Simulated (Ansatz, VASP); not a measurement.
# TiB2 in two plane-wave programs

One calculation is typed for both programs; each brings its own data sets. How far apart do they land? The structure shown comes from an earlier Ansatz run, which isn't shown and may have moved the atoms alone.

Program: Ansatz 0.2.0. Level of theory: plane waves, with VASP 6.6.1 beside it; elastic constants at LDA. Results are calculated unless marked as measured.

**1. The structure**

Symmetry: P6/mmm, No. 191, hexagonal system. Conventional cell: a = 2.996 Å, b = 2.996 Å, c = 3.872 Å, α = 90.00°, β = 90.00°, γ = 120.00°. Ti has 12 B at 2.60 Å nearest. Nearest to B lie 3 B at 1.73 Å and 6 Ti at 2.60 Å. Farther neighbours are not listed.

**2. Ansatz: elastic constants, LDA, pair 1**

Ansatz runs on its default PAW (the set named soft_2) files.

Elastic constants are differences of stresses under small strains, so they test the stress and the mesh.

input.yaml

```yaml
crystal:
  lattice:
    - [2.996370752, 0.0, 0.0]
    - [-1.498185376, 2.5949331904, 0.0]
    - [0.0, 0.0, 3.8716921771]
  atoms:
    - { symbol: Ti, position: [0.0, 0.0, 0.0] }
    - { symbol: B, position: [0.3333333333, 0.6666666667, 0.5] }
    - { symbol: B, position: [0.6666666667, 0.3333333333, 0.5] }
kpoints:
  mp_grid: { grid: [1, 1, 1] }
hamiltonian:
  xc: lda
scf:
  occupations: { method: gaussian, width: 0.1 }
output:
  forces: true
  stress: true
  eigenvalues: true
elastic:
  mode: relaxed_ion
  stencil: two_point
```

On the command line:

```sh
$ ansatz run input.yaml --threads 4 --pin off --max-ram 8192MiB --backend cpu --events-out ev --progress --plain --runs-dir out
```

Numbers of over 12 decimals in the logs are rounded to 6 here.

Log:

```text
Engine: ansatz 0.2.0, aarch64-unknown-linux-gnu
Pseudopotentials: kind: paw
Pseudopotential: Ti, paw, valence charge 12, recommended cutoff 420 eV (normal), Ti.paw.azcp
Pseudopotential: B, paw, valence charge 3, recommended cutoff 420 eV (normal), B.paw.azcp
Functional definition: SPW92
  exchange = slater_x
  correlation = pw_c
Crystal: 3 atoms, lattice volume = 30.104 Å³
Basis set: ecut = 420 eV, 565 PW (Γ)
Bands: 13, of which v1, the nominal top of the filled ones, is band 9 counted from 1 (8 counted from 0)
Symmetry: 24 space group operations
Space group: P6/mmm (ITA 191), of the structure as read, at distance tolerance 3.1e-5 Å
k-points: 1
Non-local potential: Ti, projectors of the file, l = 0: 3, l = 1: 2, l = 2: 3, l = 3: 1
Non-local potential: B, projectors of the file, l = 0: 2, l = 1: 2, l = 2: 1
PAW form: soft (Blöchl's): semilocal exchange-correlation on the pseudo side does not see the compensation charge
PAW frozen core: Ti, regenerated for the run's functional, and the local potential with it (the file was generated under x = pbe(κ = 0.804, μ = 0.219515), c = pbe(β = 0.066725))
PAW frozen core: B, regenerated for the run's functional, and the local potential with it (the file was generated under x = pbe(κ = 0.804, μ = 0.219515), c = pbe(β = 0.066725))
PAW one-centre angular grid: Ti, 590 points (default); XC on 64 Gauss nodes
PAW one-centre angular grid: B, 110 points (default); XC on 64 Gauss nodes
Initial density: superposition of atomic densities (neutral atoms: chi_scale 0, normalization atom), corrected by the library's trained network
Initial wavefunctions: pseudopotential atomic-orbital guess
Functional: x = slater, c = lda
SCF iter   1: F=—  HF=-2745.906383 eV  |F-HF|=—  |Δ(HF+E_count)|=         —  Δρ=1.00e-1  dr2=6.36e0  ethr=1.77e-3  ⟨swp⟩=5.0  Hψ=58  notcnv=0
preconditioner: auto → none  [insulator: Δε(μ)=2.711 eV  Ē_g=6.083 eV  σ=0.100 eV  W_gap=1.00  n_scr=8 (ndim 8)  ℏωp=21.4 eV  f_vac=0.000  D(μ)=0.00/eV (n_scr^D=0)  ε∞_Penn≈13.4]
SCF iter   2: F=—  HF=-2745.243185 eV  |F-HF|=—  |Δ(HF+E_count)|=   6.63e-1  Δρ=4.76e-2  dr2=7.07e-1  ethr=1.77e-3  ⟨swp⟩=2.0  Hψ=29  notcnv=0
SCF iter   3: F=—  HF=-2745.127605 eV  |F-HF|=—  |Δ(HF+E_count)|=   1.16e-1  Δρ=1.65e-2  dr2=1.86e-1  ethr=1.77e-3  ⟨swp⟩=2.0  Hψ=20  notcnv=0
SCF iter   4: F=—  HF=-2745.105189 eV  |F-HF|=—  |Δ(HF+E_count)|=   2.24e-2  Δρ=6.33e-3  dr2=2.10e-2  ethr=1.03e-3  ⟨swp⟩=2.0  Hψ=23  notcnv=0
SCF iter   5: F=—  HF=-2745.102669 eV  |F-HF|=—  |Δ(HF+E_count)|=   2.52e-3  Δρ=1.74e-3  dr2=7.64e-4  ethr=1.17e-4  ⟨swp⟩=2.0  Hψ=14  notcnv=0
SCF iter   6: F=—  HF=-2745.102561 eV  |F-HF|=—  |Δ(HF+E_count)|=   1.08e-4  Δρ=2.21e-4  dr2=1.21e-5  ethr=4.25e-6  ⟨swp⟩=2.0  Hψ=18  notcnv=0
SCF iter   7: F=—  HF=-2745.102554 eV  |F-HF|=—  |Δ(HF+E_count)|=   7.29e-6  Δρ=1.50e-5  dr2=6.69e-8  ethr=6.74e-8  ⟨swp⟩=1.0  Hψ=13  notcnv=0
SCF iter   8: F=—  HF=-2745.102565 eV  |F-HF|=—  |Δ(HF+E_count)|=   1.07e-5  Δρ=4.13e-6  dr2=5.72e-9  ethr=3.72e-10  ⟨swp⟩=1.0  Hψ=13  notcnv=0
SCF iter   9: F=—  HF=-2745.102565 eV  |F-HF|=—  |Δ(HF+E_count)|=  5.94e-10  Δρ=1.83e-7  dr2=1.16e-11  ethr=3.18e-11  ⟨swp⟩=1.0  Hψ=13  notcnv=0
SCF iter  10: F=—  HF=-2745.102565 eV  |F-HF|=—  |Δ(HF+E_count)|=  9.55e-12  Δρ=2.15e-8  dr2=1.06e-13  ethr=6.43e-14 (applied; sched 1.00e-12)  ⟨swp⟩=2.0  Hψ=14  notcnv=0
[...]
SCF 1 converged in 11 iterations: F = -2745.102565 eV  dr2 = 1.55e-14
  greatest PAW one-centre occupation: 0.999 electrons in one spin orbital (limit 2), on the Ti atom at site 0 (counted from 0), in its partial waves of l = 0
Crystal: 3 atoms, lattice volume = 30.044 Å³
Symmetry: 8 space group operations
Initial density: handed on by an earlier stage of this run
Initial wavefunctions: pseudopotential atomic-orbital guess (no wavefunctions were taken with the density)
[...]
preconditioner: auto → none  [insulator: Δε(μ)=3.347 eV  Ē_g=6.509 eV  σ=0.100 eV  W_gap=1.00  n_scr=8 (ndim 8)  ℏωp=21.4 eV  f_vac=0.000  D(μ)=0.00/eV (n_scr^D=0)  ε∞_Penn≈11.8]
[...]
SCF 11 converged in 9 iterations: F = -2745.102527 eV  dr2 = 7.71e-15
relax step   1: F+E_penalty+E_count = -2745.10252668 eV  Δ(F+E_penalty+E_count) = +0.000e0 eV  max|allowed force component| = 4.363e-5 eV/Å  Δτ_max = 0.0000 Å  (9 SCF iters, accepted)
[...]
SCF 12 converged in 6 iterations: F = -2745.102527 eV  dr2 = 8.65e-20
[...]
SCF 13 converged in 9 iterations: F = -2745.102527 eV  dr2 = 9.44e-15
relax step   1: F+E_penalty+E_count = -2745.10252668 eV  Δ(F+E_penalty+E_count) = +0.000e0 eV  max|allowed force component| = 4.361e-5 eV/Å  Δτ_max = 0.0000 Å  (9 SCF iters, accepted)
[...]
SCF iter   1: F=—  HF=-2745.102527 eV  |F-HF|=—  |Δ(HF+E_count)|=         —  Δρ=5.79e-9  dr2=1.08e-14  ethr=1.00e-12  ⟨swp⟩=1.0  Hψ=66  notcnv=0
iter 2 did not close the SCF: its close was put off for the readings that it lacked (scf_convergence_deferred on its scf_iter line)
SCF iter   2: F=-2745.102527 eV  HF=-2745.102527 eV  |F-HF|=0.00e0  |Δ(HF+E_count)|=    0.00e0  Δρ=2.45e-9  dr2=2.39e-15  ethr=5.56e-16 (applied; sched 1.00e-12)  ⟨swp⟩=3.0  Hψ=22  notcnv=0
iter 3 did not close the SCF: its close was put off for the readings that it lacked (scf_convergence_deferred on its scf_iter line)
SCF iter   3: F=-2745.102527 eV  HF=-2745.102527 eV  |F-HF|=0.00e0  |Δ(HF+E_count)|=  4.55e-13  Δρ=1.08e-9  dr2=3.10e-16  ethr=5.56e-16 (applied; sched 1.00e-12)  ⟨swp⟩=1.0  Hψ=13  notcnv=0
iter 4 did not close the SCF: its close was put off for the readings that it lacked (scf_convergence_deferred on its scf_iter line)
SCF iter   4: F=-2745.102527 eV  HF=-2745.102527 eV  |F-HF|=0.00e0  |Δ(HF+E_count)|=  4.55e-13  Δρ=2.10e-10  dr2=2.29e-17  ethr=5.56e-16 (applied; sched 1.00e-12)  ⟨swp⟩=1.0  Hψ=13  notcnv=0
iter 5 did not close the SCF: its close was put off for the readings that it lacked (scf_convergence_deferred on its scf_iter line)
SCF iter   5: F=-2745.102527 eV  HF=-2745.102527 eV  |F-HF|=4.55e-13  |Δ(HF+E_count)|=    0.00e0  Δρ=8.96e-11  dr2=2.71e-18  ethr=5.56e-16 (applied; sched 1.00e-12)  ⟨swp⟩=1.0  Hψ=13  notcnv=0
SCF iter   6: F=-2745.102527 eV  HF=-2745.102527 eV  |F-HF|=4.55e-13  |Δ(HF+E_count)|=  4.55e-13  Δρ=2.35e-11  dr2=1.01e-19  ethr=1.00e-12  ⟨swp⟩=1.0  Hψ=30  notcnv=0
SCF 14 converged in 6 iterations: F = -2745.102527 eV  dr2 = 1.01e-19
SCF converged after 11 iterations
Free energy (F): -2745.102565 eV
Harris-Foulkes:  -2745.102565 eV  (|F-HF|=0.00e0)
Internal energy: -2745.102565 eV  (E = F + TS)
E sigma→0 (E₀):  -2745.102565 eV
Fermi energy:    12.826646 eV
--- Per-component energies (eV) ---
  E_band       = -127.248840
  E_kinetic    = 381.567132
  E_local      = -902.032827  (includes V_loc(G=0)·N_el)
  E_nonlocal   = 29.538067
  E_hartree    = 369.517833
  E_xc         = -160.462444
  E_vxc        = -197.565580  (∫ρ·V_xc dr)
  E_paw        = -1144.157971  (= ΣΔE_a)
  E_vpaw       = -177.791401  (= ΣTr[D̂ρ^β])
  E_aug_tail   = 0.000107  (compensation charges beyond the density's cutoff)
  E_ewald      = -1319.490081
  E_core_change = 0.417619  (= ΣΔE_core)
  E_smearing   = -0.000000  (= −TS)
  E_closure    = -0.000000  (closes the sum)
  Σ components = -2745.102565   (vs F -2745.102565, Δ=0.00e0)
--- Forces (eV/Å), atoms counted from 1 ---
  atom   1  Ti     0.00000000     0.00000000     0.00000000
  atom   2  B     -0.00000000    -0.00000000     0.00000000
  atom   3  B      0.00000000     0.00000000    -0.00000000
  max |Σ_I F_I| component: 3.50e-26 eV/Å
--- Stress (GPa, compression-positive) ---
        0.001072       0.000000       0.000000
       -0.000000       0.001072      -0.000000
        0.000000      -0.000000       0.005540
  P = ⅓ Tr σ = 0.0026 GPa (0.026 kbar)
--- Band table (eV) ---
  k-point 0: bands = [... 5 lower, 8.3986, 10.6927, 11.1714, 11.1714, 14.4818, 14.4818, 14.7476, 14.7476]
--- Elastic constants: 3 strain directions × 2 members + reference (group order 24) ---
  dense FFT box of the reference and of every strained cell: 24×24×27
  strains applied: 11, 33, 23; error gains: componentwise 1.00 (the most a stress slope's error grows in a printed constant), spectral 1.41 (1 for all six strains in a standard setting)
  C = ∂σ_k/∂η_j (tension-positive GPa; Voigt order 11 22 33 23 13 12):
       498.642    282.296     62.207      0.000      0.000      0.000
       282.296    498.642     62.207      0.000      0.000     -0.000
        63.404     63.404     54.241     -0.000     -0.000     -0.000
        -0.000      0.000      0.000     99.816     -0.000     -0.000
         0.000     -0.000     -0.000     -0.000     99.816      0.000
        -0.000      0.000      0.000      0.000      0.000    108.173
  reference stress σ⁰ (GPa):     -0.001     -0.001     -0.006      0.000     -0.000      0.000
  C* (energy form; C + prestress term) asymmetry max|C*_kj − C*_jk| = 1.192e0 GPa — a small one proves nothing (zero by symmetry where the batch's group is 432, −43m or m−3m); a large one is finite-difference/SCF noise where every solve meets its electron count
  moduli (Voigt/Reuss/Hill, GPa): K = 207.48/54.01/130.75   G = 104.47/66.99/85.73   E = 211.06   ν = 0.231
  mechanically stable: yes (min eigenvalue of sym C = 43.54 GPa)
  strain η (Voigt 11):  stress-route row diagonal C_11 = 498.64 GPa, energy-path curvature d²(F+E_count+ΔE)/dδ²/Ω₀ = 498.59 GPa
         δ    σ_11 (GPa)             F (eV)   n_scf  n_hpsi   n_pw
    -2.000e-3      -1.0067       -2745.1025241       6     171    565   relax 3 steps, max|allowed force component| 4.38e-6 eV/Å
     2.000e-3       0.9879       -2745.1022263       6     174    565   relax 2 steps, max|allowed force component| 2.78e-5 eV/Å
  strain η (Voigt 33):  stress-route row diagonal C_33 = 54.24 GPa, energy-path curvature d²(F+E_count+ΔE)/dδ²/Ω₀ = 53.39 GPa
         δ    σ_33 (GPa)             F (eV)   n_scf  n_hpsi   n_pw
    -2.000e-3      -0.1150       -2745.1026169       8     240    565   relax 0 steps, max|allowed force component| 1.15e-25 eV/Å
     2.000e-3       0.1020       -2745.1024677       6     208    565   relax 0 steps, max|allowed force component| 2.07e-25 eV/Å
  strain η (Voigt 23):  stress-route row diagonal C_44 = 99.82 GPa, energy-path curvature d²(F+E_count+ΔE)/dδ²/Ω₀ = 99.74 GPa
         δ    σ_23 (GPa)             F (eV)   n_scf  n_hpsi   n_pw
    -2.000e-3      -0.1996       -2745.1025267       6     172    565   relax 1 steps, max|allowed force component| 4.36e-5 eV/Å
     2.000e-3       0.1996       -2745.1025267       6     171    565   relax 1 steps, max|allowed force component| 4.36e-5 eV/Å
```

(Continued in part 2 of 3.)

[Lines on the potential files, build, host, timing and source positions are cut from VASP's logs without a mark.]

[Logs are printed without paths, hosts, clocks, repeated set-up lines and the standing remarks that a program may print on its own settings, such as how far it seeks lower states.]

[Hosts, paths, dates, database ids (printed as entryN), source tags and the programs' standing remarks are cut or masked in the printed files.]
